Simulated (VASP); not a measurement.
Data:

```xyz
2
Lattice="0.0000 2.7684 2.7684 2.7684 0.0000 2.7684 2.7684 2.7684 0.0000" Properties=species:S:1:pos:R:3 pbc="T T T"
Ag     0.0000     0.0000     0.0000
Cl     2.7684     2.7684     2.7684
```

These are PW91 GGA, VASP's PBE PAW potentials (set 64) (plane waves; VASP) values and carry that method's errors. Run with 520 eV cut-off, 8×8×8 Γ-centred mesh, Gaussian smearing of 0.050 eV, potentials Ag Cl.

### Question
What does the run give for the energy per atom (σ→0), pressure, band gap (on the k-mesh) with the smallest direct gap where there is one?

### Answer

| Quantity | Result |
|---|---|
| band gap (on the k-mesh) | 0.90 eV |
| smallest direct gap (on the k-mesh) | 3.19 eV |
| energy per atom (σ→0) | -2.732 eV/atom |
| pressure | 1.45 GPa |

Only differences to runs with the same potentials and settings are physical.

The compound is AgCl in the rock salt structure. This cell is one point of a volume scan, at 0.97 of the reference volume.
